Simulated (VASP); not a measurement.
Input of a VASP 6.6.1 run:

INCAR

```
PREC = Accurate ; ENCUT = 600
EDIFF = 1E-7 ; ISMEAR = 0
SIGMA = 0.03 ; LREAL = False
LASPH = True ; NELM = 80
ALGO = Normal ; ISIF = 3
LWAVE = False ; LCHARG = False
GGA = PE ; IBRION = 2
NSW = 90 ; EDIFFG = -0.005
```

Contents of KPOINTS:

```
regular mesh
0
Gamma
  8 8 8
```

Contents of POSCAR:

```
InP                                     
1.0
    0.0000000000      2.9791538216      2.9791538216
    2.9791538216      0.0000000000      2.9791538216
    2.9791538216      2.9791538216      0.0000000000
  In              P             
     1     1
Direct
     0.0000000000000000    0.0000000000000000    0.0000000000000000
     0.2500000000000000    0.2500000000000000    0.2500000000000000
```

Potentials or basis: VASP PAW PBE potentials, release 64 (In_d, P).

Command:

```console
$ cat potpaw_PBE.64/In_d/POTCAR potpaw_PBE.64/P/POTCAR > POTCAR
$ mpirun -np 1 vasp_std > vasp.out
```

Q: What does it give for the band gap on the k mesh?

A: 0.44 eV, direct.

Final structure:
```yaml
crystal:
  lattice:
    - [0.00000, 2.97915, 2.97915]
    - [2.97915, 0.00000, 2.97915]
    - [2.97915, 2.97915, 0.00000]
  atoms:
    - { symbol: In, position: [0.00000, 0.00000, 0.00000] }
    - { symbol: P, position: [0.25000, 0.25000, 0.25000] }
```

Caveat: the relaxation stopped at its first step, so nothing moved; spin-orbit coupling is left out, which moves the levels of the heavy elements. PBE gaps usually lie below the measured ones, often by a third to a half.
